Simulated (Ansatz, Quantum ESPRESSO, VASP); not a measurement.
**One structure in several programs: SrTiO3 (Pm-3m, 5 atoms in the cell)**

Self-consistent single point, at a second geometry (lattice scaled by 0.98). First geometry:

```
CELL_PARAMETERS angstrom
      3.98896     0.00000     0.00000
      0.00000     3.98896     0.00000
      0.00000     0.00000     3.98896
ATOMIC_POSITIONS crystal
  Sr 0.00000 0.00000 0.00000
  Ti 0.50000 0.50000 0.50000
  O  0.50000 0.00000 0.50000
  O  0.00000 0.50000 0.50000
  O  0.50000 0.50000 0.00000
```

Shared settings, as Ansatz (a program for electronic structure) writes them: kpoints.mp_grid.grid = 6 6 6; scf.occupations.method = fermi_dirac; scf.occupations.width = 0.02 eV. Potentials and cutoffs stand in the table.

```
code                                                                        model  ΔF from the first geometry (meV/atom)  pressure (GPa)  gap on the mesh (eV)   cutoff
----------------  ---------------------------------------------------------------  -------------------------------------  --------------  --------------------  -------
Quantum ESPRESSO  PBE, PseudoDojo standard norm-conserving (PBE) pseudopotentials                                   -8.8            3.27                 1.901    85 Ry
VASP                                      PBE, VASP's PBE PAW potentials (set 64)                                   -3.9           -0.76                 1.857   400 eV
Ansatz                                                     PBE, default PAW files                                   -7.0            3.14                 1.880  default
```

For VASP (by 5.0 GPa) and Ansatz (by 0.5 GPa) the energy change implies a higher mean pressure, against the two pressures, than for the other programs: a sign of finite-basis (Pulay) stress.

Gaps are read on the mesh.

The spread over the programs that give each value: ΔF from the first geometry within 4.9 meV/atom; pressure within 4.03 GPa; gap on the mesh within 0.044 eV.

Ansatz's pressure is given at a fixed set of plane waves, as the other plane-wave codes print theirs; with its correction for the finite basis it is 3.72 GPa (the shift of 0.58 GPa shows how far the cutoff is from converged). In the pressure, VASP (by 3.90) lies more than 1 GPa from the median of the plane-wave programs.

VASP's run is marked for a possible Pulay error in its stress at this cutoff; no cutoff test was made.

The starting cell has typed, rounded lattice constants, without a prior relaxation at this level. Its lattice was rescaled by a random factor within 2.5 % of one. For this run, on top of that: lattice scaled by 0.98.

Left out of this page: ABINIT, GPAW, CP2K, Elk, FLEUR and SIESTA (not drawn, or without a comparable value).

Keys are those of Ansatz 0.2.
